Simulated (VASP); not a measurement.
The system is SnBrCl3.

```
Sn Br Cl
1.0
     3.76221    2.17211    3.16099
    -3.76221    2.17211    3.16099
     0.00000   -4.34423    3.16099
Sn Br Cl
1 1 3
Direct
  0.47708 0.47708 0.47708
  0.00130 0.00130 0.00130
  0.02867 0.50547 0.50547
  0.50547 0.50547 0.02867
  0.50547 0.02867 0.50547
```

The cell was built by a generator and needn't be a form met in nature.

* Program: VASP 6.6.1
* Task: relaxation of cell and atoms
* Functional: PBE
* Potentials or basis: VASP PAW PBE potentials, release 64 (Sn_d, Br, Cl)
* Cutoff: 520 eV
* k mesh: 3 × 3 × 3
* Occupations: gaussian, width 0.15 eV
* Spin: no spin polarisation

At the start: pressure 0.6 GPa; volume 31.00 Å³/atom.

Question: Where does the relaxation end?

Answer: Over 24 steps the energy falls by 19.1 meV/atom and the volume is 30.16 Å³/atom (-2.7 %); space group R3m (No. 160, to 0.05 Å).

Step by step:
```
step  energy change (eV)  largest force (eV/Å)  pressure (GPa)  volume (Å³)
   1              0.0000                0.4638            0.63       154.99
   2             -0.0287                0.2175           -0.13       157.74
   3             -0.0301                0.1566           -0.67       159.11
   4             -0.0304                0.1447           -0.46       158.69
   5             -0.0408                0.1520           -0.43       157.01
   6             -0.0637                0.1316            0.26       152.05
   7             -0.0674                0.1388            0.03       150.79
   8             -0.0718                0.1287            0.31       148.29
   9             -0.0724                0.1332            0.38       147.26
  10             -0.0793                0.0946            0.08       147.53
  11             -0.0795                0.1185           -0.20       147.79
  12             -0.0799                0.1221           -0.44       147.76
  13             -0.0801                0.1113           -0.07       146.84
  14             -0.0802                0.1470           -0.19       146.89
  15             -0.0801                0.1231           -0.27       146.85
  16             -0.0817                0.1110            0.06       146.28
  17             -0.0822                0.1120            0.15       145.95
  18             -0.0825                0.1068            0.27       145.29
  19             -0.0843                0.0985            0.25       145.51
  20             -0.0881                0.0833            0.22       146.17
  21             -0.0880                0.1494            0.43       147.48
  22             -0.0895                0.1478            0.35       146.91
  23             -0.0926                0.0974            0.22       148.08
  24             -0.0953                0.0764           -0.24       150.78
```

Final structure:
```xyz
5
Lattice="3.7202 2.1478 3.1450 -3.7202 2.1478 3.1450 0.0000 -4.2957 3.1450" Properties=species:S:1:pos:R:3 pbc="T T T"
Sn    0.0000    0.0000    4.4221
Br    0.0000    0.0000    0.1263
Cl   -1.8985   -1.0961    3.2580
Cl    0.0000    2.1923    3.2580
Cl    1.8985   -1.0961    3.2580
```

Caveat: the k mesh is coarse (spacing up to 0.39 Å⁻¹), so the values aren't converged.
